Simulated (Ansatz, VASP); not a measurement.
# CrTeSe (1T-CrSeTe monolayer) in two plane-wave programs

Wanted: the spread between two codes on one cell, functional and k mesh. The structure shown is the start of the Ansatz relaxation below; VASP solves that cell, so the two are compared at the walk's first step.

Method: plane waves, with VASP 6.6.1 beside it; single point at PBE with D3(BJ), in Ansatz 0.2.0.

## Step 1: The starting structure

The cell holds 3 atoms: 1 Te, 1 Cr and 1 Se. Its edges and angles: a = 3.450 Å, b = 3.450 Å, c = 37.412 Å, α = 90.0°, β = 90.0°, γ = 120.0°. Vacuum lies along c.

Structure file:

```cif
data_structure
_symmetry_space_group_name_H-M 'P 1'
_symmetry_Int_Tables_number 1
_cell_length_a 3.4500
_cell_length_b 3.4500
_cell_length_c 37.4117
_cell_angle_alpha 90.000
_cell_angle_beta 90.000
_cell_angle_gamma 120.000
_cell_volume 385.63
loop_
_atom_site_label
_atom_site_type_symbol
_atom_site_fract_x
_atom_site_fract_y
_atom_site_fract_z
_atom_site_occupancy
Te1 Te 0.66667 0.33333 0.45708 1
Cr2 Cr 0.00000 0.00000 0.50384 1
Se3 Se 0.33333 0.66667 0.54292 1
```

## Step 2: Ansatz: relaxation, PBE with D3(BJ)

Ansatz runs on its default PAW (the set named soft_2) files.

The two programs are compared at the cell with which this relaxation starts, whose forces are those of its first step.

Contents of input.yaml:

```yaml
crystal:
  lattice:
    - [3.45, 0.0, 0.0]
    - [-1.725, 2.9877876431, 0.0]
    - [0.0, 0.0, 37.4116783408]
  atoms:
    - { symbol: Te, position: [0.6666666667, 0.3333333333, 0.4570765269] }
    - { symbol: Cr, position: [0.0, 0.0, 0.5038365676], spin: 3.0 }
    - { symbol: Se, position: [0.3333333333, 0.6666666667, 0.5429234731] }
  periodic: [true, true, false]
magnetization:
  spin_polarized: true
kpoints:
  mp_grid: { grid: [12, 12, 1] }
hamiltonian:
  xc: pbe
  dispersion: d3bj
scf:
  occupations: { method: fermi_dirac, width: 0.05 }
  convergence: { dr2_threshold: 1.0e-09 }
relax:
  f_tol: 0.004
  max_steps: 90
  cell: {}
output:
  write_potential: true
  write_density: true
  volumetric_format: npy
```

The run is started by

```
ansatz run input.yaml --threads 2 --pin off --max-ram 3072MiB --backend cpu --events-out ev --progress --plain --runs-dir out
```

Numbers of over 12 decimals in the logs are rounded to 6 here.

Output:

```text
Warning: relax.cell: scf.convergence.dr2_threshold = 1e-9 eV is looser than the 1.71872055839e-10 eV advised for a relaxation that steers and ends on the stress (1e-10 eV for each atom of the cell: 3, times the square of relax.cell.stress_2d_tol = 0.05 N/m over 13.2 Å (the atoms' height at the walk's start and 5 Å past either face), 3.785e-2 GPa, over a crystal's default 0.05). What an SCF threshold leaves in a stress goes as its square root, and in the free energy as the threshold itself, and one threshold admits the most on a small cell: [figures from the program's tests cut] Set scf.convergence.dr2_threshold to 1.71872055839e-10 eV or tighter. [rest of the remark cut]
Engine: ansatz 0.2.0, x86_64-unknown-linux-gnu
Pseudopotentials: kind: paw
Pseudopotential: Te, paw, valence charge 16, recommended cutoff 420 eV (normal), Te.paw.azcp
Pseudopotential: Cr, paw, valence charge 14, recommended cutoff 420 eV (normal), Cr.paw.azcp
Pseudopotential: Se, paw, valence charge 16, recommended cutoff 420 eV (normal), Se.paw.azcp
Functional definition: PBE
  parameter kappa = 0.804
  parameter beta = 0.066725
  exchange = pbe_x(kappa = kappa, mu = beta*pi^2/3)
  correlation = pbe_c(beta = beta)
Crystal: 3 atoms, lattice volume = 385.635 Å³
Basis set: ecut = 420 eV, 7493 PW (Γ), exchange–correlation on 48×48×512 points (8 copies of the dense FFT grid, shifted against one another)
Bands: 30, of which v1, the nominal top of the filled ones, is band 23 counted from 1 (22 counted from 0)
Symmetry: 6 space group operations
Space group: P3m1 (ITA 156), of the structure as read, at distance tolerance 7.3e-5 Å
Magnetic group: BNS 156.49 (UNI 1279), of the structure as read, at distance tolerance 7.3e-5 Å
k-points: 19 of 144 (time reversal used)
Non-local potential: Te, projectors of the file, l = 0: 2, l = 1: 2, l = 2: 2, l = 3: 2
Non-local potential: Cr, projectors of the file, l = 0: 3, l = 1: 2, l = 2: 3, l = 3: 1
Non-local potential: Se, projectors of the file, l = 0: 2, l = 1: 2, l = 2: 3, l = 3: 1
PAW form: soft (Blöchl's): semilocal exchange-correlation on the pseudo side does not see the compensation charge
PAW one-centre angular grid: Te, 590 points (default); XC on 64 Gauss nodes
PAW one-centre angular grid: Cr, 590 points (default); XC on 64 Gauss nodes
PAW one-centre angular grid: Se, 590 points (default); XC on 64 Gauss nodes
Initial density: superposition of atomic densities (neutral atoms: chi_scale 0, normalization atom)
Starting moments: Σ|m| = 3 μB on 1 of 3 sites
Initial wavefunctions: pseudopotential atomic-orbital guess
Functional: x = pbe(κ = 0.804, μ = 0.219515), c = pbe(β = 0.066725)
SCF iter   1: F=—  HF=-15829.615303 eV  |F-HF|=—  |Δ(HF+E_count)|=         —  Δρ=2.12e-2 (↑2.12e-2 ↓1.46e-2)  dr2=5.35e0  dr2_m=1.44e-1  M=2.325 μB ∫|m|=2.832 μB  β_m=0.30  ethr=3.10e-3  ⟨swp⟩=17.4  Hψ=8777  notcnv=0
Mixer restart at iter 1: flushing history
preconditioner: auto → LDOS  [metal: Δε(μ)=0.073 eV  Ē_g=8.794 eV  σ=0.050 eV  W_gap=0.35  n_scr=22 (ndim 8)  ℏωp=8.0 eV  f_vac=0.800  D(μ)=2.78/eV (n_scr^D=12)]
spin=Collinear: LDOS preconditioning applied to the charge; magnetization (m = ρ↑ − ρ↓) channel mixes plain (no charge-response kernel on spin).
SCF iter   2: F=—  HF=-15828.794042 eV  |F-HF|=—  |Δ(HF+E_count)|=   8.21e-1  Δρ=1.05e-2 (↑1.05e-2 ↓1.01e-2)  dr2=1.90e0  dr2_m=5.59e-2  M=2.355 μB ∫|m|=2.910 μB  β_m=0.47  ethr=3.10e-3  ⟨swp⟩=3.4  Hψ=2394  notcnv=0  defer=68
SCF iter   3: F=—  HF=-15828.574704 eV  |F-HF|=—  |Δ(HF+E_count)|=   2.19e-1  Δρ=3.49e-3 (↑2.03e-3 ↓3.49e-3)  dr2=4.72e-2  dr2_m=1.80e-2  M=2.363 μB ∫|m|=2.992 μB  β_m=0.55  ethr=3.10e-3  ⟨swp⟩=3.0  Hψ=1862  notcnv=0  defer=68
SCF iter   4: F=—  HF=-15828.591276 eV  |F-HF|=—  |Δ(HF+E_count)|=         —  Δρ=1.59e-3 (↑1.59e-3 ↓1.41e-3)  dr2=1.97e-3  dr2_m=7.11e-3  M=2.370 μB ∫|m|=3.061 μB  β_m=0.55  ethr=1.03e-4  ⟨swp⟩=3.8  Hψ=2911  notcnv=0  defer=69
SCF iter   5: F=—  HF=-15828.594879 eV  |F-HF|=—  |Δ(HF+E_count)|=   3.60e-3  Δρ=6.65e-4 (↑6.49e-4 ↓6.65e-4)  dr2=1.01e-3  dr2_m=1.42e-3  M=2.369 μB ∫|m|=3.066 μB  β_m=0.70  ethr=4.28e-6  ⟨swp⟩=3.3  Hψ=2517  notcnv=0  defer=70
SCF iter   6: F=—  HF=-15828.595572 eV  |F-HF|=—  |Δ(HF+E_count)|=   6.94e-4  Δρ=1.34e-4 (↑1.34e-4 ↓7.43e-5)  dr2=9.82e-5  dr2_m=2.88e-5  M=2.368 μB ∫|m|=3.072 μB  β_m=0.76  ethr=2.19e-6  ⟨swp⟩=3.1  Hψ=2119  notcnv=0  defer=70
[...]
SCF iter   7: F=-15828.817991 eV  HF=-15828.817991 eV  |F-HF|=1.64e-11  |Δ(HF+E_count)|=   2.39e-8  Δρ=4.70e-8 (↑4.70e-8 ↓2.45e-8)  dr2=3.95e-11  dr2_m=1.30e-12  M=2.402 μB ∫|m|=3.154 μB  β_m=1.00  ethr=1.00e-12  ⟨swp⟩=7.9  Hψ=6303  notcnv=0
Mixer restart at iter 7: flushing history
iter 8 met the thresholds in force, and the SCF goes on: an eigenvalue changes by 0.17 meV, over its tolerance of 0.06 meV (output.eigenvalues, Limitations)
SCF iter   8: F=-15828.817991 eV  HF=-15828.817991 eV  |F-HF|=8.08e-10  |Δ(HF+E_count)|=  1.95e-10  Δρ=5.28e-8 (↑5.28e-8 ↓4.76e-8)  dr2=7.29e-10  dr2_m=3.74e-13  M=2.402 μB ∫|m|=3.154 μB  β_m=1.00  ethr=1.00e-12  ⟨swp⟩=7.9  Hψ=6198  notcnv=0  κ⁻¹=1.0e0(r=1)
SCF iter   9: F=-15828.817991 eV  HF=-15828.817991 eV  |F-HF|=1.16e-10  |Δ(HF+E_count)|=  7.28e-11  Δρ=5.43e-8 (↑5.43e-8 ↓2.68e-8)  dr2=9.24e-11  dr2_m=8.42e-13  M=2.402 μB ∫|m|=3.154 μB  ethr=1.00e-12  ⟨swp⟩=6.7  Hψ=5443  notcnv=0
WARN: dispersion: an atom stands within reach of a switch of its C6 between two reference coordination numbers of its element: through that C6 alone, e_disp changes by 0.025 eV or more while the distances to its neighbours run over a stretch of 0.05 Å that contains this geometry (sites counted from 0 in the run's list of atoms or, in a supercell that it derives, in that cell's: here a list of 3) — site 1 (Cr): coordination number 6.054 (about 5.84 to 6.27 with every neighbour 0.05 Å farther or nearer), switch near 6.223 between the references 1.827 (weight 1.00) and 10.619 (weight 0.00), e_disp changing by some 0.18 eV. [rest of the remark cut]
SCF 9 converged in 9 iterations: F = -15828.817991 eV  dr2 = 9.24e-11
relax step   9: F+E_penalty+E_count = -15828.81799104 eV  Δ(F+E_penalty+E_count) = -4.421e-4 eV  max|allowed force component| = 1.119e-3 eV/Å  Δτ_max = 0.0000 Å  P = +0.002 N/m  Ω = 396.661 Å³  fix = [c, alpha, beta]  reactions: c +0.000 N/m  stress off target by 1.87e-3 N/m on what of the cell is left free  SCF on the basis re-selected at this cell (its energy is not comparable with the rows above)  (9 SCF iters)
basis re-selected at this cell: Δ(F+E_penalty+E_count) = -4.421e-4 eV, ΔP = +0.005 N/m vs the last step (what re-selecting the basis moved, of the pressure what is left beyond the Pulay correction that the steps carried, after the strain that the cell walked since its last selection, with what the two solves' SCF thresholds leave and, on support functions, any second-order correction that the steps lacked; it is no m [...]
WARN: The output density's exchange-correlation potential varies sharply where the density is thin. Do not read a vacuum level from v_tot or v_xc, or from such a field of the output density. On a cell that repeats whose density bears no net charge and no dipole along the vacuum's axis use v_es (v_loc + v_h of the components); under efield.dipole_correction with no amplitude use v_es + v_field, which holds any externa [...]
SCF converged after 9 iterations
an eigenvalue changed by more than its tolerance at an iteration that met the thresholds in force, so the SCF went on 3 times, its first undamped step at iteration 7: the last check found none over its tolerance
Magnetization: 2.4017 μB (24.2009 up, 21.7991 down)
Absolute magnetization: 3.1478 μB (∫|ρ↑−ρ↓|, with the PAW one-centre terms)
Spin contamination: 0.2078 ħ² per cell (⟨S²⟩ above its minimum at these occupations)
Per-site moments (μB) at R_I (Å): [(-0.132001, 1.129823), (2.451080, 1.004540), (-0.109010, 1.004540)]
Free energy (F): -15828.817991 eV
Harris-Foulkes:  -15828.817991 eV  (|F-HF|=1.16e-10)
Internal energy: -15828.807150 eV  (E = F + TS)
E sigma→0 (E₀):  -15828.812571 eV
Entropy (-TS):   -0.010841 eV (-3.614 meV/atom)
Fermi energy:    -5.108226 eV
--- Per-component energies (eV) ---
  E_band       = -1552.856953
  E_kinetic    = 641.672368
  E_local      = -144325.552405  (includes V_loc(G=0)·N_el)
  E_nonlocal   = -823.595768
  E_hartree    = 71869.000598
  E_xc         = -367.445513
  E_vxc        = -379.406689  (∫ρ·V_xc dr)
  E_paw        = -7771.287684  (= ΣΔE_a)
  E_vpaw       = -403.976253  (= ΣTr[D̂ρ^β])
  E_aug_tail   = -0.000386  (compensation charges beyond the density's cutoff)
  E_ewald      = 64949.476375
  E_disp       = -1.074735  (pairwise vdW)
  E_smearing   = -0.010841  (= −TS)
  E_closure    = -0.000000  (closes the sum)
  Σ components = -15828.817991   (vs F -15828.817991, Δ=0.00e0)
--- Forces (eV/Å), atoms counted from 1 ---
  atom   1  Te    -0.00000000    -0.00000000     0.00004194
  atom   2  Cr    -0.00000000     0.00000000    -0.00111923
  atom   3  Se     0.00000000     0.00000000     0.00107764
  max |Σ_I F_I| component: 3.50e-7 eV/Å
--- 2D stress c σ (N/m, compression-positive) ---
        0.001870      -0.000000       0.000000
       -0.000000       0.001870      -0.000000
        0.000000      -0.000000       0.000000
  P = ½ c Tr σ = 0.0019 N/m
--- Band table (eV; the first three rows and the last of 38) ---
  k-point 0 ↑: bands = [... 19 lower, -7.1175, -6.2848, -6.2848, -5.4965, -3.5632, -3.5632, -1.8616, -1.8616, ... 3 higher]
  k-point 1 ↑: bands = [... 19 lower, -6.9513, -6.3520, -6.3353, -5.5429, -3.9556, -3.6353, -2.4588, -1.9982, ... 3 higher]
  k-point 2 ↑: bands = [... 19 lower, -6.9276, -6.6128, -6.4394, -5.6956, -4.6140, -3.8801, -3.3378, -2.2574, ... 3 higher]
  k-point 18 ↓: bands = [... 19 lower, -8.1688, -7.0964, -7.0130, -3.3297, -3.1568, -3.1131, -2.3876, -1.9414, ... 3 higher]
  the weakly bound empty levels are not read free of the cell's end (no_gap_told)
--- Relaxed structure (8 steps of the walk, 8 accepted, 1 SCFs on fresh bases) ---
  F+E_penalty+E_count = -15828.81799104 eV   max|allowed force component| = 1.119e-3 eV/Å   (the final SCF, on the basis selected at the relaxed cell)
  cell:  # Å, volume = 396.6605 Å³
    - [3.498973, 0, 0]
    - [-1.749486, 3.030199, 0]
    - [0, 0, 37.4116783408]
  atoms:
    - { symbol: Te, position: [0.666667, 0.333333, 0.456202] }
    - { symbol: Cr, position: [0, 0, 0.505641] }
    - { symbol: Se, position: [0.333333, 0.666667, 0.541993] }
```

(Continued in part 2 of 2.)

[Lines on the potential files, build, host, timing and source positions are cut from VASP's logs without a mark.]

[Logs are printed without paths, hosts, clocks, repeated set-up lines and the standing remarks that a program may print on its own settings, such as how far it seeks lower states.]

[Hosts, paths, dates, database ids (printed as entryN), source tags and the programs' standing remarks are cut or masked in the printed files.]
